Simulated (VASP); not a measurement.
Input:

```
BN
1.0
    2.50474     0.00000     0.00000
   -1.25237     2.16917     0.00000
    0.00000     0.00000     6.82310
B N
2 2
Direct
  0.66667   0.33333   0.75000
  0.33333   0.66667   0.25000
  0.33333   0.66667   0.75000
  0.66667   0.33333   0.25000
```

Level of theory: PBEsol GGA, VASP's PBE PAW potentials (set 64) (plane waves; VASP). Run with PREC = Normal, EDIFF = 1E-5, 500 eV cut-off, 13×13×5 Γ-centred mesh, Gaussian smearing of 0.050 eV, potentials B N.

Without a dispersion term in the relaxation, distances and binding between the weakly bound layers, chains or molecules are unreliable, and so is what depends on them.

Q: What does the run give for the energy per atom (σ→0)?

A: 
| Property | Result |
|---|---|
| energy per atom (σ→0) | -9.142 eV/atom |

The absolute energy has meaning only against runs of the same code, potentials and settings.

The compound is BN in the hex structure. It was relaxed first.
